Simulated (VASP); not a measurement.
An input for Quantum ESPRESSO's pw.x (written as the equivalent of a VASP run, and not itself run):

```
&CONTROL
  calculation = 'vc-relax'
  pseudo_dir = './pseudo'
  outdir = './out'
  tprnfor = .true.
  tstress = .true.
  nstep = 60
  forc_conv_thr = 0.00039
/
&SYSTEM
  ibrav = 0
  nat = 2
  ntyp = 2
  ecutwfc = 78
  occupations = 'smearing'
  smearing = 'gaussian'
  degauss = 0.003675
  input_dft = 'pbesol'
/
&ELECTRONS
  conv_thr = 7.3e-08
  electron_maxstep = 100
/
&IONS
/
&CELL
/
ATOMIC_SPECIES
  Ge 72.630 Ge.upf
  Sn 118.710 Sn.upf
CELL_PARAMETERS angstrom
     3.3670000    0.0000000    0.0000000
     0.0000000    3.3670000    0.0000000
     0.0000000    0.0000000    3.3670000
ATOMIC_POSITIONS crystal
  Ge   0.0000000  0.0000000  0.0000000
  Sn   0.5000000  0.5000000  0.5000000
K_POINTS automatic
  7 7 7 0 0 0
```

**Question.** Write the VASP files for the same calculation (PBEsol).

**Answer.** Several could match; the one computed here: 
File KPOINTS:
```
Automatic mesh
0
Gamma
7 7 7
0 0 0
```

### INCAR
```
ISMEAR = 0   # Gaussian
NSW = 60   # most ionic steps
ENCUT = 400   # plane-wave cut-off (eV)
LWAVE = F
NELM = 100
ALGO = Normal   # blocked Davidson
SIGMA = 0.05
EDIFF = 1E-6
LASPH = T   # aspherical one-centre terms
LMAXMIX = 4
IBRION = 2   # conjugate gradients
GGA = PS
EDIFFG = -0.01   # ionic stop
LREAL = F   # projection in real space or not
PREC = Accurate
ISIF = 3   # ions, shape and volume
SYSTEM = GeSn
LCHARG = F
```

File POSCAR:
```
GeSn
1.0
  3.3670000000   0.0000000000   0.0000000000
  0.0000000000   3.3670000000   0.0000000000
  0.0000000000   0.0000000000   3.3670000000
Ge Sn
1 1
direct
  0.0000000000   0.0000000000   0.0000000000
  0.5000000000   0.5000000000   0.5000000000
```

POTCAR, in this order: Ge_d Sn_d (PBE.64 set). Program: vasp_std.

Limits of the translation: the potentials are each code's own (VASP's PAW set, PseudoDojo norm-conserving files in pw.x), so ENCUT and ecutwfc are chosen apart and not converted; conv_thr bounds pw.x's estimated SCF error, while EDIFF bounds the energy change between steps; forc_conv_thr acts on force components and is met together with etot_conv_thr.

The structure was generated: GeSn was put into the CsCl type type (Pm-3m), which need not be its known phase. This run relaxes it. Symmetry was kept, so distortions that lower it aren't found.
